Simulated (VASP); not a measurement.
An input for Quantum ESPRESSO's pw.x (written as the equivalent of a VASP run, and not itself run):

```
&CONTROL
  calculation = 'vc-relax'
  pseudo_dir = './pseudo'
  outdir = './out'
  tprnfor = .true.
  tstress = .true.
  nstep = 60
  forc_conv_thr = 0.00039
/
&SYSTEM
  ibrav = 0
  nat = 2
  ntyp = 2
  ecutwfc = 82
  occupations = 'smearing'
  smearing = 'methfessel-paxton'
  degauss = 0.00735
  input_dft = 'pbesol'
/
&ELECTRONS
  conv_thr = 7.3e-08
  electron_maxstep = 100
/
&IONS
/
&CELL
/
ATOMIC_SPECIES
  Zr 91.224 Zr.upf
  C 12.011 C.upf
CELL_PARAMETERS angstrom
     0.0000000    2.3500000    2.3500000
     2.3500000    0.0000000    2.3500000
     2.3500000    2.3500000    0.0000000
ATOMIC_POSITIONS crystal
  Zr   0.0000000  0.0000000  0.0000000
  C    0.5000000  0.5000000  0.5000000
K_POINTS automatic
  12 12 12 0 0 0
```

Q: Translate this input to VASP (INCAR, KPOINTS, POSCAR, choice of POTCAR).

A: This is not unique; one that fits is 
**INCAR**
```
SYSTEM=ZrC
PREC=Accurate; ENCUT=530; LREAL=F
LASPH=T
EDIFF=1E-6; NELM=100; ALGO=Normal
LMAXMIX=4
ISMEAR=1; SIGMA=0.1
GGA=PS
IBRION=2; NSW=60; ISIF=3
EDIFFG=-0.01
LWAVE=F; LCHARG=F
```

**POSCAR**
```
ZrC
1
    0.0000000000     2.3500000000     2.3500000000
    2.3500000000     0.0000000000     2.3500000000
    2.3500000000     2.3500000000     0.0000000000
Zr C
1 1
Direct
  0.0000000000   0.0000000000   0.0000000000
  0.5000000000   0.5000000000   0.5000000000
```

### KPOINTS
```
Automatic mesh
0
Gamma
12 12 12
0 0 0
```

POTCAR, in this order: Zr_sv C (PBE.64 set). Program: vasp_std.

The two are equivalent in intent, not identical: the potentials are each code's own (VASP's PAW set, PseudoDojo norm-conserving files in pw.x), so ENCUT and ecutwfc are chosen apart and not converted; conv_thr bounds pw.x's estimated SCF error, while EDIFF bounds the energy change between steps; forc_conv_thr acts on force components and is met together with etot_conv_thr.

The compound is ZrC in the rock salt structure. This run relaxes it. Symmetry was kept, so distortions that lower it aren't found.
